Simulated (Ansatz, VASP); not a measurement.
Two plane-wave programs on SrMg6Ni

run.py

```python
from ase.calculators.vasp import Vasp
from ase.dft.bandgap import bandgap
from ase.io import read

atoms = read('SrMg6Ni.xyz')
atoms.set_initial_magnetic_moments([0.0, 1.0, 0.0, 0.0, 0.0, 0.0, 0.0, 0.0])
calc = Vasp(
    directory='calc',
    xc='pbe',
    pp='PBE',
    setups='recommended',
    prec='Accurate',
    encut=520,
    ediff=1e-06,
    ismear=0,
    sigma=0.1,
    lreal=False,
    lasph=True,
    nelm=150,
    algo='Normal',
    isif=2,
    lwave=False,
    lcharg=True,
    ispin=2,
    lorbit=11,
    lmaxmix=4,
    lelf=True,
    lvhar=True,
    kpts=[6, 5, 5],
    gamma=True,
)
atoms.calc = calc

print('energy (eV):', atoms.get_potential_energy())
print('free energy (eV):', atoms.get_potential_energy(force_consistent=True))
print('forces (eV/A):')
print(atoms.get_forces())
print('stress (eV/A^3, Voigt):', atoms.get_stress())
print('Fermi level (eV):', calc.get_fermi_level())
print('moment (muB):', atoms.get_magnetic_moment())
print('site moments (muB):', atoms.get_magnetic_moments())
gap, top, bottom = bandgap(calc)
print('band gap (eV):', gap, 'from (spin, k, band)', top, 'to', bottom)
```

File SrMg6Ni.xyz:

```xyz
8
Lattice="4.4852480000 0.0000000000 0.0000000000 0.0000000000 3.1281750000 7.1187980000 0.0000000000 -3.1281750000 7.1187980000" Properties=species:S:1:pos:R:3 pbc="T T T"
Sr     2.2426240000      0.0000000000     10.2260536638
Ni     0.0000000000      0.0000000000     12.7540242592
Mg     2.2426240000      0.0000000000      1.9015306090
Mg     2.2426240000     -1.6083073818      6.0122662765
Mg     2.2426240000      1.6083073818      6.0122662765
Mg     0.0000000000      0.0000000000      4.3452003984
Mg     0.0000000000     -1.5414395130      7.8495283771
Mg     0.0000000000      1.5414395130      7.8495283771
```

Contents of input.yaml:

```yaml
crystal:
  lattice:
    - [4.485248, 0.0, 0.0]
    - [0.0, 3.128175, 7.118798]
    - [0.0, -3.128175, 7.118798]
  atoms:
    - { symbol: Sr, position: [0.5, 0.718243, 0.718243] }
    - { symbol: Ni, position: [0.0, 0.895799, 0.895799], spin: 1.0 }
    - { symbol: Mg, position: [0.5, 0.133557, 0.133557] }
    - { symbol: Mg, position: [0.5, 0.165213, 0.679349] }
    - { symbol: Mg, position: [0.5, 0.679349, 0.165213] }
    - { symbol: Mg, position: [0.0, 0.305192, 0.305192] }
    - { symbol: Mg, position: [0.0, 0.304944, 0.797704] }
    - { symbol: Mg, position: [0.0, 0.797704, 0.304944] }
hamiltonian:
  xc: pbe
  pseudopotentials: { kind: paw }
magnetization:
  spin_polarized: true
kpoints:
  mp_grid: { grid: [6, 5, 5] }
scf:
  occupations: { method: gaussian, width: 0.1 }
output:
  forces: true
  stress: true
  eigenvalues: true
  write_density: true
  write_potential: true
  elf: true
  volumetric_format: npy
```

The cell comes from a database or a generator and needn't be the stable form of this composition.

Alike in both runs: task single point; functional PBE; k mesh 6 × 5 × 5; occupations gaussian, width 0.1 eV; collinear spin, ferromagnetic start.

|  | VASP | Ansatz |
| --- | --- | --- |
| version | VASP 6.6.1 | Ansatz 0.2.0 |
| potentials or method | VASP PAW PBE potentials, release 64 (Sr_sv, Ni, Mg) | Ansatz PAW |
| plane-wave cutoff (eV) | 520 | 420 |
| valence electrons in the cell | 32 | 88 |

|  | VASP | Ansatz | Ansatz less VASP |
| --- | --- | --- | --- |
| gap on the k mesh at the Fermi level (eV) | none | none | - |
| pressure (GPa) | -0.1 | -0.1 | +0.02 |
| largest component of the traceless stress (GPa) | 0.35 | 0.34 | -0.006 |
| rms of the force components (eV/Å) | 0.021 | 0.022 | +0.0010 |
| net moment per atom (μB) | 0.00 | 0.00 | 0.000 |

Atom by atom the forces differ by 0.003 eV/Å (rms over components). A gap of «none» marks a metal or a gap that the smearing closes. With one functional, cell and mesh, what is left measures potentials, basis and numerics. The two sets of potentials don't hold the same shells in valence.

Caveats: the starting moments weren't kept (Ansatz).
